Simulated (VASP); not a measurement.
# Be2CdS3 (P6/mmm) in VASP: a series of runs

Runs on Be2CdS3. Level: PBE. Tasks: relaxation of cell and atoms.

All numbers are computed with VASP 6.6.1; they aren't measurements. Logs are shortened: lines on timing, memory, paths and dates and some standing lists are left out, and cuts for length are marked.

## 1. Starting point

It takes space group P6/mmm (No. 191, hexagonal). The conventional cell has a = 5.964 Å, b = 5.964 Å, c = 3.350 Å, α = 90.00°, β = 90.00°, γ = 120.00°. Around Be (site symmetry -6m2) lie 6 S at 2.40 Å. Around Cd (site symmetry 6/mmm) lie 2 Cd at 3.35 Å and 12 S at 3.42 Å and 6 Be at 3.44 Å. S (site symmetry mmm) has 4 Be at 2.40 Å as nearest neighbours.

The cell was built by a generator and needn't be a form met in nature.

## 2. Relaxation of cell and atoms, PBE

Contents of INCAR:

```
  PREC = Normal
  ENCUT = 520
  EDIFF = 1E-4
  ISMEAR = 0
  SIGMA = 0.15
  LREAL = False
  LASPH = True
  NELM = 60
  ALGO = Fast
  ISIF = 3
  LWAVE = False
  LCHARG = False
  GGA = PE
  IBRION = 2
  NSW = 24
  EDIFFG = -0.08
  KPAR = 2
```

Contents of KPOINTS:

```
regular mesh
0
Gamma
  3 3 4
```

Contents of POSCAR:

```
Be2CdS3
1.0
    5.9639979500      0.0000000000      0.0000000000
   -2.9819989700      5.1649737300      0.0000000000
    0.0000000000      0.0000000000      3.3498968400
Be Cd S
2 1 3
Direct
    0.3333333300      0.6666666700      0.0000000000
    0.6666666700      0.3333333300      0.0000000000
    0.0000000000      0.0000000000      0.0000000000
    0.5000000000      0.0000000000      0.5000000000
    0.5000000000      0.5000000000      0.5000000000
    0.0000000000      0.5000000000      0.5000000000
```

Potentials or basis: VASP PAW PBE potentials, release 64 (Be, Cd, S).

Launch:

```
> cat potpaw_PBE.64/Be/POTCAR potpaw_PBE.64/Cd/POTCAR potpaw_PBE.64/S/POTCAR > POTCAR
> mpirun -np 2 vasp_std > vasp.out
```

OUTCAR:

```text
PREC = Normal
   ENCUT = 520
   EDIFF = 1E-4
   ISMEAR = 0
   LREAL = False
   LASPH = True
   NELM = 60
   ISIF = 3
   GGA = PE
   IBRION = 2
   NSW = 24
   EDIFFG = -0.08

 ion  position               nearest neighbor table
   1  0.333  0.667  0.000-   4 2.40   4 2.40   6 2.40   6 2.40   5 2.40   5 2.40
   2  0.667  0.333  0.000-   4 2.40   4 2.40   6 2.40   6 2.40   5 2.40   5 2.40
   3  0.000  0.000  0.000-
   4  0.500  0.000  0.500-   1 2.40   2 2.40   1 2.40   2 2.40
   5  0.500  0.500  0.500-   1 2.40   2 2.40   1 2.40   2 2.40
   6  0.000  0.500  0.500-   1 2.40   2 2.40   1 2.40   2 2.40

  LATTYP: Found a hexagonal cell.
 ALAT       =     5.9639979500
 C/A-ratio  =     0.5616864506

  Lattice vectors:

 A1 = (   5.9639979500,   0.0000000000,   0.0000000000)
 A2 = (  -2.9819989700,   5.1649737300,   0.0000000000)
 A3 = (   0.0000000000,   0.0000000000,   3.3498968400)

Analysis of symmetry for initial positions (statically):
=====================================================================
 Subroutine PRICEL returns:
 Original cell was already a primitive cell.

 Routine SETGRP: Setting up the symmetry group for a
 hexagonal supercell.

 Subroutine GETGRP returns: Found 24 space group operations
 (whereof 24 operations were pure point group operations)
 out of a pool of 24 trial point group operations.

The static configuration has the point symmetry D_6h.

Analysis of symmetry for dynamics (positions and initial velocities):
=====================================================================
 Subroutine PRICEL returns:
 Original cell was already a primitive cell.

 Routine SETGRP: Setting up the symmetry group for a
 hexagonal supercell.

 Subroutine GETGRP returns: Found 24 space group operations
 (whereof 24 operations were pure point group operations)
 out of a pool of 24 trial point group operations.

The dynamic configuration has the point symmetry D_6h.

 Subroutine INISYM returns: Found 24 space group operations
 (whereof 24 operations are pure point group operations),
 and found     1 'primitive' translations

----------------------------------------------------------------------------------------

                                     Primitive cell

  volume of cell :     103.1899

  direct lattice vectors                    reciprocal lattice vectors
     5.963997950  0.000000000  0.000000000     0.167672761  0.096805913  0.000000000
    -2.981998970  5.164973730  0.000000000     0.000000000  0.193611827  0.000000000
     0.000000000  0.000000000  3.349896840     0.000000000  0.000000000  0.298516655

[... 64 lines left out ...]
   NGXF,Y,Z  is equivalent  to a cutoff of  20.07, 20.07, 19.85 a.u.
 SYSTEM =  unknown system
   PREC   = normal    normal or accurate (medium, high low for compatibility)
   ISTART =      0    job   : 0-new  1-cont  2-samecut
   ICHARG =      2    charge: 1-file 2-atom 10-const
   ISPIN  =      1    spin polarized calculation?
   LNONCOLLINEAR =      F non collinear calculations
   LSORBIT =      F    spin-orbit coupling
   LASPH  =      T    aspherical Exc in radial PAW
   ENCUT  =  520.0 eV  38.22 Ry    6.18 a.u.  11.09 11.09  6.23*2*pi/ulx,y,z
   NELM   =     60;   NELMIN=  2; NELMDL= -5     # of ELM steps
   EDIFF  = 0.1E-03   stopping-criterion for ELM
   LREAL  =      F    real-space projection
   EDIFFG = -.8E-01   stopping-criterion for IOM
   NSW    =     24    number of steps for IOM
   IBRION =      2    ionic relax: 0-MD 1-quasi-New 2-CG
   NFREE  =      1    steps in history (QN), initial steepest desc. (CG)
   ISIF   =      3    stress and relaxation
   ISYM   =      2    0-nonsym 1-usesym 2-fastsym
   POTIM  = 0.5000    time-step for ionic-motion
   TEBEG  =    0.0;   TEEND  =   0.0 temperature during run
   PSTRESS=    0.0 pullay stress
   NELECT =      34.0000    total number of electrons
   NUPDOWN=      -1.0000    fix difference up-down
   EMIN   =  10.00;   EMAX   =-10.00  energy-range for DOS
   EFERMI =   0.00;   METHOD = LEGACY
   ISMEAR =     0;   SIGMA  =   0.15  broadening in eV -4-tet -1-fermi 0-gaus
   EFERMI_NEDOS =   21; number of points for ismear=-14 and -15
   IALGO  =     68    algorithm
   IMIX   =      4    mixing-type and parameters
     AMIX     =   0.40;   BMIX     =  1.00
     AMIX_MAG =   1.60;   BMIX_MAG =  1.00
  volume/ion in A,a.u.               =      17.20       116.06
  Fermi-wavevector in a.u.,A,eV,Ry     =   1.130721  2.136753 17.395456  1.278530
  Thomas-Fermi vector in A             =   2.267418
   LORBIT       =      0    0 simple, 1 ext, 2 COOP (PROOUT), +10 PAW based schemes
   GGA     = PE    functional components
   LHFCALC =     F    Hartree Fock is set to
   AEXX    =    0.0000 exact exchange contribution
   IVDW    =     0    specifies the selected vdW correction
   LEPSILON=     F    determine dielectric tensor
   LRPA    =     F    only Hartree local field effects (RPA)
 conjugate gradient relaxation of ions
 non-spin polarized calculation
 RMM-DIIS sequential band-by-band and
 Gauss-broadening in eV      SIGMA  =   0.15
  energy-cutoff  :      520.00
  volume of cell :      103.19
 maximum number of plane-waves:      2808
   NGX = 23   NGY = 23   NGZ = 13

--------------------------------------- Ionic step        1  -------------------------------------------

 number of electron      33.9999981 magnetization

 Free energy of the ion-electron system (eV)
  ---------------------------------------------------
  ext. energy  EPLUGINS =         0.00000000
  ---------------------------------------------------
  free energy    TOTEN  =       -19.61611105 eV

  energy without entropy =      -19.56957412  energy(sigma->0) =      -19.59284258

 E-fermi :   4.4914     XC(G=0): -10.0049

 val. band max:        4.4222905214   @ k =   0.0000   0.0000   0.0000
 cond. band min:       4.6171439435   @ k =   0.0000   0.0000   0.2500
 fundamental gap:      0.1948534221
 Fermi energy:         4.4913863122
[... 327 lines left out ...]
  FREE ENERGIE OF THE ION-ELECTRON SYSTEM (eV)
  ---------------------------------------------------
  free  energy   TOTEN  =       -19.9260270821 eV

  energy  without entropy=      -19.8648533620  energy(sigma->0) =      -19.89544022

[... ionic steps 4 to 10 ...]

--------------------------------------- Ionic step       11  -------------------------------------------

 number of electron      33.9999995 magnetization

------------------------ aborting loop because EDIFF is reached ----------------------------------------
[... 298 lines left out ...]
--------------------------------------- Ionic step       13  -------------------------------------------

 number of electron      33.9999980 magnetization

 Free energy of the ion-electron system (eV)
  ---------------------------------------------------
  ext. energy  EPLUGINS =         0.00000000
  ---------------------------------------------------
  free energy    TOTEN  =       -21.04465240 eV

  energy without entropy =      -21.01493277  energy(sigma->0) =      -21.02979259

 E-fermi :   4.5474     XC(G=0):  -9.9819

 val. band max:        4.5353159527   @ k =   0.3333  -0.0000   0.5000
 cond. band min:       4.5564389587   @ k =   0.3333  -0.0000   0.5000
 fundamental gap:      0.0211230059
 Fermi energy:         4.5474254344
[... 247 lines left out ...]
  FREE ENERGIE OF THE ION-ELECTRON SYSTEM (eV)
  ---------------------------------------------------
  free  energy   TOTEN  =       -21.0446524027 eV

  energy  without entropy=      -21.0149327691  energy(sigma->0) =      -21.02979259

 reached required accuracy - stopping structural energy minimisation
```

CONTCAR:

```text
Be2CdS3
   1.00000000000000
     6.6020561821897914    0.0000000006542405    0.0000000000000000
    -3.3010280849933813    5.7175483669027809    0.0000000000000000
    -0.0000000000000000   -0.0000000000000000    2.6798823273910357
  Be              Cd              S
     2     1     3
Direct
     0.3333333300000021    0.6666666699999979    0.0000000000000000
     0.6666666699999979    0.3333333300000021    0.0000000000000000
     0.0000000000000000    0.0000000000000000    0.0000000000000000
     0.5000000000000000    0.0000000000000000    0.5000000000000000
     0.5000000000000000    0.5000000000000000    0.5000000000000000
     0.0000000000000000    0.5000000000000000    0.5000000000000000

  0.00000000E+00  0.00000000E+00  0.00000000E+00
  0.00000000E+00  0.00000000E+00  0.00000000E+00
  0.00000000E+00  0.00000000E+00  0.00000000E+00
  0.00000000E+00  0.00000000E+00  0.00000000E+00
  0.00000000E+00  0.00000000E+00  0.00000000E+00
  0.00000000E+00  0.00000000E+00  0.00000000E+00
```

It took 45 s on 2 MPI ranks of Intel Xeon 6975P-C (Granite Rapids), shared host; peak memory 0.16 GiB.

Results:

```
Free energy                            : -21.0447 eV
Relaxed volume                         : 16.86 Å³/atom
Relaxed cell                           : a = 6.602 Å, b = 6.602 Å, c = 2.680 Å, α = 90.00°, β = 90.00°, γ = 120.00°
Space group after relaxing (to 0.05 Å) : P6/mmm (No. 191)
Energy gained by relaxing              : 238.1 meV/atom
Ionic steps                            : 13
Pressure after relaxing                : -0.1 GPa
Band gap on the k mesh                 : none (metal or under the smearing width)
```

The path:
```tsv
step	energy change (eV)	largest force (eV/Å)	pressure (GPa)	volume (Å³)
1	0.0000	0.0000	-3.76	103.19
2	-0.2399	0.0000	0.46	97.18
3	-0.3099	0.0000	2.27	94.29
4	-0.3822	0.0000	8.80	88.52
5	-0.5284	0.0000	9.64	88.31
6	-0.9117	0.0000	12.20	87.26
7	2.8419	0.0000	33.99	83.27
8	-0.9220	0.0000	12.64	87.10
9	-1.1931	0.0000	8.54	91.19
10	-1.3745	0.0000	2.63	98.47
11	-1.3752	0.0000	2.54	98.95
12	-1.4226	0.0000	0.78	100.25
13	-1.4285	0.0000	-0.14	101.16
```

Final structure:
```
Be Cd S
1.0
     6.60206    0.00000    0.00000
    -3.30103    5.71755    0.00000
     0.00000    0.00000    2.67988
Be Cd S
2 1 3
Direct
  0.33333 0.66667 0.00000
  0.66667 0.33333 0.00000
  0.00000 0.00000 0.00000
  0.50000 0.00000 0.50000
  0.50000 0.50000 0.50000
  0.00000 0.50000 0.50000
```

Caveat: the k mesh is coarse (spacing up to 0.47 Å⁻¹), so the values aren't converged; the relaxation stopped at a loose force limit of 0.08 eV/Å, so its end isn't a converged minimum.

## 3. Relaxation of cell and atoms, PBE

This run uses another cell than the first one, of 22.29 Å³/atom, 1.296 times its volume.

INCAR is that of step 2.

Contents of KPOINTS:

```
regular mesh
0
Gamma
  4 4 2
```

Contents of POSCAR:

```
Be2CdS3
1.0
    4.6985994400      0.0000000000      0.0000000000
   -2.3492997200      4.0691064800      0.0000000000
    0.0000000000      0.0000000000      6.9964188000
Be Cd S
2 1 3
Direct
    0.0000000000      0.0000000000      0.6215701400
    0.0000000000      0.0000000000      0.3784298600
    0.0000000000      0.0000000000      0.0000000000
    0.5000000000      0.0000000000      0.0000000000
    0.0000000000      0.5000000000      0.0000000000
    0.5000000000      0.5000000000      0.0000000000
```

Potentials or basis: VASP PAW PBE potentials, release 64 (Be, Cd, S).

Launch:

```
> cat potpaw_PBE.64/Be/POTCAR potpaw_PBE.64/Cd/POTCAR potpaw_PBE.64/S/POTCAR > POTCAR
> mpirun -np 2 vasp_std > vasp.out
```

Run time: 34 s. Hardware: 2 MPI ranks of Intel Xeon 6975P-C (Granite Rapids), shared host; peak memory 0.17 GiB.

Results (log left out):

```
Free energy                            : -13.3415 eV
Relaxed volume                         : 30.21 Å³/atom
Relaxed cell                           : a = 5.487 Å, b = 5.487 Å, c = 6.951 Å, α = 90.00°, β = 90.00°, γ = 120.00°
Space group after relaxing (to 0.05 Å) : P6/mmm (No. 191)
Energy gained by relaxing              : 772.8 meV/atom
Ionic steps                            : 7
Pressure after relaxing                : 0.0 GPa
Largest force after relaxing           : 0.011 eV/Å
Band gap on the k mesh                 : none (metal or under the smearing width)
```

Forces on the atoms (eV/Å):
```
Be   0.000  0.000 -0.011
Be   0.000  0.000  0.011
Cd   0.000  0.000  0.000
S    0.000  0.000  0.000
S    0.000  0.000  0.000
S    0.000  0.000  0.000
```

Stress tensor (GPa, compression positive):
```
 0.15  0.00  0.00
 0.00  0.15  0.00
 0.00  0.00 -0.17
```

Step by step:
```tsv
step	energy change (eV)	largest force (eV/Å)	pressure (GPa)	volume (Å³)
1	0.0000	5.0033	23.90	133.77
2	-4.3466	0.2462	-3.13	207.53
3	-4.5484	0.4971	-0.42	187.33
4	-4.5536	0.3636	-0.89	190.23
5	-4.5530	0.4212	-0.70	188.99
6	-4.6131	0.2318	-0.39	185.08
7	-4.6369	0.0105	0.04	181.26
```

Final structure:
```xyz
6
Lattice="5.4872 0.0000 0.0000 -2.7436 4.7520 0.0000 0.0000 0.0000 6.9514" Properties=species:S:1:pos:R:3 pbc="T T T"
Be    5.4872    0.0000    4.5438
Be    0.0000    0.0000    2.4076
Cd    0.0000    0.0000    6.9514
S     2.7436    0.0000    6.9514
S    -1.3718    2.3760    6.9514
S     1.3718    2.3760    6.9514
```

Levels at points of the mesh, in eV from the Fermi level:
```csv
k point,band 15,band 16,band 17,band 18,band 19,band 20
"(0.00, 0.00, 0.00)",-0.81,-0.81,-0.07,0.89,1.80,1.82
"(0.50, 0.00, 0.00)",-1.78,-1.38,-0.89,-0.45,0.72,1.20
"(0.00, 0.00, 0.50)",-0.82,-0.82,0.79,0.89,1.68,1.68
"(0.50, 0.00, 0.50)",-1.78,-1.38,-0.96,0.34,0.53,1.51
```

Caveat: the k mesh is coarse (spacing up to 0.45 Å⁻¹), so the values aren't converged; the volume moved by over 15 % at a fixed basis, so the end points are rough; the relaxation stopped at a loose force limit of 0.08 eV/Å, so its end isn't a converged minimum.

## 4. Relaxation of cell and atoms, PBE

This run uses another cell than the first one, of 17.36 Å³/atom, 1.010 times its volume.

INCAR is that of step 3.

Contents of KPOINTS:

```
regular mesh
0
Gamma
  5 5 5
```

Contents of POSCAR:

```
Be2CdS3
1.0
   -1.8300000000      5.4950000000      2.5900000000
    1.8300000000     -5.4950000000      2.5900000000
    1.8300000000      5.4950000000     -2.5900000000
Be Cd S
2 1 3
Direct
    0.6670000000      0.0000000000      0.6670000000
    0.3330000000      0.0000000000      0.3330000000
    0.0000000000      0.0000000000      0.0000000000
    0.0830000000      0.2500000000      0.8330000000
    0.4170000000      0.2500000000      0.1670000000
    0.7500000000      0.2500000000      0.5000000000
```

Potentials or basis: VASP PAW PBE potentials, release 64 (Be, Cd, S).

Launch:

```
> cat potpaw_PBE.64/Be/POTCAR potpaw_PBE.64/Cd/POTCAR potpaw_PBE.64/S/POTCAR > POTCAR
> mpirun -np 2 vasp_std > vasp.out
```

OUTCAR:

```text
PREC = Normal
   ENCUT = 520
   EDIFF = 1E-4
   ISMEAR = 0
   LREAL = False
   LASPH = True
   NELM = 60
   ISIF = 3
   GGA = PE
   IBRION = 2
   NSW = 24
   EDIFFG = -0.08

 ion  position               nearest neighbor table
   1  0.667  0.000  0.667-   4 2.24   5 2.24   5 2.24   6 2.25
   2  0.333  0.000  0.333-   5 2.24   4 2.24   4 2.24   6 2.25
   3  0.000  0.000  0.000-   6 2.24   6 2.24   5 2.25   4 2.25
   4  0.083  0.250  0.833-   1 2.24   2 2.24   2 2.24   3 2.25
   5  0.417  0.250  0.167-   2 2.24   1 2.24   1 2.24   3 2.25
   6  0.750  0.250  0.500-   3 2.24   3 2.24   2 2.25   1 2.25

  LATTYP: Found a body centered orthorhombic cell.
 ALAT       =     3.6600000000
 B/A-ratio  =     1.4153005464
 C/A-ratio  =     3.0027322404

  Lattice vectors:

 A1 = (   1.8300000000,  -5.4950000000,  -2.5900000000)
 A2 = (  -1.8300000000,  -5.4950000000,   2.5900000000)
[... 514 lines left out ...]
  free energy    TOTEN  =       -25.84093471 eV

  energy without entropy =      -25.84093471  energy(sigma->0) =      -25.84093471

 E-fermi :   3.8083     XC(G=0):  -9.5874

 val. band max:        3.1779935143   @ k =   0.0000   0.0000   0.0000
 cond. band min:       5.8483722792   @ k =   0.0000   0.0000   0.0000
 fundamental gap:      2.6703787649
 Fermi energy:         3.8083147149

 k-point     1 :       0.0000    0.0000    0.0000
  band No.  band energies     occupation
      1     -10.1782      2.00000
      2      -8.7292      2.00000
      3      -8.6712      2.00000
      4      -4.6242      2.00000
      5      -4.5239      2.00000
      6      -4.3644      2.00000
[... 565 lines left out ...]
     20       7.8728      0.00000
     21       8.7400      0.00000

 [... further k-points ...]

------------------------ aborting loop because EDIFF is reached ----------------------------------------

  FORCE on cell =-STRESS in cart. coord.  units (eV):
  Direction    XX          YY          ZZ          XY          YZ          ZX
  --------------------------------------------------------------------------------------
  -------------------------------------------------------------------------------------
  Total       -0.0858490     -0.1118957      0.0792501      0.0000000      0.0000000      0.0000000
  in kB       -1.3004368     -1.6949907      1.2004762      0.0000000      0.0000000      0.0000000
  external PRESSURE =      -0.5983171 kB  Pullay stress =       0.0000000 kB
[... 21 lines left out ...]
  FREE ENERGIE OF THE ION-ELECTRON SYSTEM (eV)
  ---------------------------------------------------
  free  energy   TOTEN  =       -25.8409347131 eV

  energy  without entropy=      -25.8409347130  energy(sigma->0) =      -25.84093471

 reached required accuracy - stopping structural energy minimisation
```

Wall time 85 s (2 MPI ranks of Intel Xeon 6975P-C (Granite Rapids), shared host); peak memory 0.23 GiB.

Results:

| Item | Value |
| --- | --- |
| Free energy | -25.8409 eV |
| Relaxed volume | 17.63 Å³/atom |
| Relaxed cell | a = 6.377 Å, b = 6.377 Å, c = 6.377 Å, α = 146.95°, β = 60.38°, γ = 131.00° |
| Space group after relaxing (to 0.05 Å) | Imm2 (No. 44) |
| Energy gained by relaxing | 354.2 meV/atom |
| Ionic steps | 9 |
| Pressure after relaxing | -0.1 GPa |
| Largest force after relaxing | 0.053 eV/Å |
| Band gap on the k mesh | 2.67 eV, direct |

Forces in eV/Å, atoms in the order of the input:
```
Be   0.000  0.040  0.015
Be   0.000 -0.040  0.015
Cd   0.000  0.000  0.004
S    0.000  0.018 -0.044
S    0.000 -0.018 -0.044
S    0.000  0.000  0.053
```

The path:
```tsv
step	energy change (eV)	largest force (eV/Å)	pressure (GPa)	volume (Å³)
1	0.0000	5.3121	9.89	104.18
2	-1.5908	0.9056	-7.32	121.19
3	-1.6200	1.3479	-5.92	118.60
4	-2.0329	0.5640	-1.65	109.32
5	-2.0841	0.4248	0.71	105.17
6	-2.0839	0.4345	0.95	104.91
7	-2.1171	0.2044	0.41	105.33
8	-2.1212	0.1379	0.11	105.53
9	-2.1249	0.0535	-0.06	105.77
```

Final structure:
```cif
data_structure
_symmetry_space_group_name_H-M 'P 1'
_symmetry_Int_Tables_number 1
_cell_length_a 6.3771
_cell_length_b 6.3771
_cell_length_c 6.3771
_cell_angle_alpha 146.946
_cell_angle_beta 60.380
_cell_angle_gamma 131.003
_cell_volume 105.77
loop_
_atom_site_label
_atom_site_type_symbol
_atom_site_fract_x
_atom_site_fract_y
_atom_site_fract_z
_atom_site_occupancy
Be1 Be 0.67303 0.00123 0.67180 1
Be2 Be 0.32943 0.00123 0.32820 1
Cd1 Cd 0.00872 0.00872 0.00000 1
S1 S 0.09208 0.28235 0.80973 1
S2 S 0.47262 0.28235 0.19027 1
S3 S 0.67411 0.17411 0.50000 1
```

Levels at points of the mesh, in eV from the valence-band top:
| k point | band 13 | band 14 | band 15 | band 16 | band 17 | band 18 | band 19 | band 20 | band 21 |
| --- | --- | --- | --- | --- | --- | --- | --- | --- | --- |
| (0.00, 0.00, 0.00) | -2.43 | -1.54 | -0.45 | -0.38 | 0.00 | 2.67 | 3.86 | 4.96 | 5.74 |

Caveat: the k mesh is coarse (spacing up to 0.42 Å⁻¹), so the values aren't converged; an odd mesh through Γ misses points on the zone boundary, where band edges often lie; the relaxation stopped at a loose force limit of 0.08 eV/Å, so its end isn't a converged minimum.

[end of part 1 of 2]
